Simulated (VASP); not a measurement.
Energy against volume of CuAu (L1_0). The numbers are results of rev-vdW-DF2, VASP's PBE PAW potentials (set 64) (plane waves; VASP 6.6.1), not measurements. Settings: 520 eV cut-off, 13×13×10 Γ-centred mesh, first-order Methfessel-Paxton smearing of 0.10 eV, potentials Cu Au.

Shape and ions are relaxed at each volume.

```
V (Å³/atom)  E (eV/atom)
-----------  -----------
14.231          -1.16662
14.671          -1.17339
15.111          -1.16805
15.551          -1.15233
```

Problem. Fit these four points and predict the energy of the run at 13.791 Å³/atom.

Solution. A cubic in V^(−2/3), the third-order Birch-Murnaghan form, passes through the four points with V0 = 14.69 Å³/atom and B0 = 146 GPa, and gives -1.1457 eV/atom there. The run gave -1.1439 eV/atom, +1.8 meV/atom from the fit; all five points give B0 = 151 GPa.

The compound is CuAu in the L1_0 structure. It was relaxed first.
